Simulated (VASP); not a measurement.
A run of VASP 6.6.1:

File INCAR:

```
ALGO = Normal ; EDIFF = 1E-7
ENCUT = 520 ; GGA = PS
ISIF = 2 ; ISMEAR = 0
KPAR = 2 ; LASPH = True
LCHARG = False ; LREAL = False
LWAVE = False ; NBANDS = 41
NELM = 60 ; PREC = Accurate
SIGMA = 0.02
```

KPOINTS

```
k-points
0
Gamma
  8 8 5
```

File POSCAR:

```
AlGa3Sb4
1.0
    0.0000000000     -3.0745835300     -3.0745835300
    3.0745835300      6.1491670500     -3.0745835300
    6.1491670500     -3.0745835300      3.0745835300
Ga Al Sb
3 1 4
Direct
    0.7500000000      0.5000000000      0.2500000000
    0.5000000000      0.0000000000      0.5000000000
    0.2500000000      0.5000000000      0.7500000000
    0.0000000000      0.0000000000      0.0000000000
    0.8125000000      0.6250000000      0.9375000000
    0.5625000000      0.1250000000      0.1875000000
    0.3125000000      0.6250000000      0.4375000000
    0.0625000000      0.1250000000      0.6875000000
```

File KPOINTS_OPT:

```
path GYFLI,I1ZF1,YX1,XGN,MG
10
line-mode
reciprocal
 0.0000000000  0.0000000000  0.0000000000  G
 0.0000000000 -0.5000000000  1.0000000000  Y

 0.0000000000 -0.5000000000  1.0000000000  Y
 0.0000000000  0.2031250032  1.2812500004  F

 0.0000000000  0.2031250032  1.2812500004  F
 0.0000000000 -0.5000000000  0.5000000000  L

 0.0000000000 -0.5000000000  0.5000000000  L
 0.4687499998 -0.7343749999  0.5000000000  I

 0.5312500002 -0.2656250001 -0.5000000000  I1
 0.0000000000  0.0000000000 -0.5000000000  Z

 0.0000000000  0.0000000000 -0.5000000000  Z
 0.0000000000 -1.2031250032 -0.2812500004  F1

 0.0000000000 -0.5000000000  1.0000000000  Y
 0.3124999984 -0.6562499992  1.0000000000  X1

 0.6875000016 -0.3437500008  0.0000000000  X
 0.0000000000  0.0000000000  0.0000000000  G

 0.0000000000  0.0000000000  0.0000000000  G
 0.5000000000 -0.5000000000  0.5000000000  N

 0.5000000000 -0.5000000000  0.0000000000  M
 0.0000000000  0.0000000000  0.0000000000  G
```

Potentials or basis: VASP PAW PBE potentials, release 64 (Ga_d, Al, Sb).

Run with:

```bash
$ cat potpaw_PBE.64/Ga_d/POTCAR potpaw_PBE.64/Al/POTCAR potpaw_PBE.64/Sb/POTCAR > POTCAR
$ mpirun -np 2 vasp_std > vasp.out
```

Hardware: 2 MPI ranks on Intel(R) Xeon(R) 6975P-C (Granite Rapids) (shared host).

**Question.** Estimate the wall time of this run.

**Answer.** Wall time 7.4 min on 2 MPI ranks on Intel(R) Xeon(R) 6975P-C (Granite Rapids), with other jobs on the host, peak memory 1.2 GiB a rank. Counts: scf iterations 37, k points 93.
